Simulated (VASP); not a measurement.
VASP runs on NiAl (CsCl type) share one base input (PBE GGA, plane waves, VASP's PBE PAW potentials (set 64)) and change the settings named in each case.

File POSCAR:
```
NiAl
1
    2.8900000000     0.0000000000     0.0000000000
    0.0000000000     2.8900000000     0.0000000000
    0.0000000000     0.0000000000     2.8900000000
Al Ni
1 1
Direct
  0.5000000000   0.5000000000   0.5000000000
  0.0000000000   0.0000000000   0.0000000000
```

File KPOINTS:
```
Automatic mesh
0
Gamma
11 11 11
0 0 0
```

**INCAR**
```
# general
SYSTEM  = NiAl
PREC    = Accurate
ENCUT   = 400
LREAL   = .False.
LASPH   = .True.

# electronic loop
EDIFF   = 1E-6
NELM    = 100
ALGO    = Normal
LMAXMIX = 4

# smearing
ISMEAR  = 1
SIGMA   = 0.1

# functional
GGA     = PE

# ions
ISIF    = 2

# output
LWAVE   = .False.
LCHARG  = .False.
```

POTCAR, in this order: Al Ni (PBE.64 set). Program: vasp_std.

```
change                                                                              E(σ→0) (eV/atom)  pressure (GPa)  −TS (eV)
----------------------------------------------------------------------------------  ----------------  --------------  --------
base run                                                                                     -5.2676            0.48   -0.0005
LDAU = .TRUE., LDAUJ = 0 0, LDAUL = -1 2, LDAUTYPE = 2, LDAUU = 0 1.0                        -4.9531           -0.74   -0.0005
LDAU = .TRUE., LDAUJ = 0 0, LDAUL = -1 2, LDAUTYPE = 2, LDAUU = 0 2.0                        -4.6477           -2.04   -0.0005
LDAU = .TRUE., LDAUJ = 0 0, LDAUL = -1 2, LDAUTYPE = 2, LDAUU = 0 3.0                        -4.3519           -3.37   -0.0004
LDAU = .TRUE., LDAUJ = 0 0, LDAUL = -1 2, LDAUTYPE = 2, LDAUU = 0 4.0                        -4.0664           -4.43   -0.0004
LDAU = .TRUE., LDAUJ = 0 0, LDAUL = -1 2, LDAUTYPE = 2, LDAUU = 0 5.0                        -3.7919           -5.87   -0.0003
LDAU = .TRUE., LDAUJ = 0 0, LDAUL = -1 2, LDAUTYPE = 2, LDAUU = 0 6.0                        -3.5289           -7.37   -0.0003
LDAU = .TRUE., LDAUJ = 0 0, LDAUL = -1 2, LDAUTYPE = 2, LDAUU = 0 8.0                        -3.0412          -10.61   -0.0008
LDAU = .TRUE., LDAUJ = 0 0, LDAUL = -1 2, LDAUTYPE = 2, LDAUU = 0 5.0, LMAXMIX = 2           -3.7919           -5.86   -0.0003
```
 Energies of different potentials or functionals have different zeros.

Left out are runs that ran out of time, are held back, or changed the cell or the kind of run, fixed moments of cells without a moment, rows past the twelfth, gaps on odd meshes, pressures of charged cells and columns that move by less than the noise.

The compound is NiAl in the CsCl type structure. The cell was not relaxed at this level. The run is not spin-polarised, so no magnetic state was tried. The electron count is odd and the run is not spin-polarised, which forces a metal.
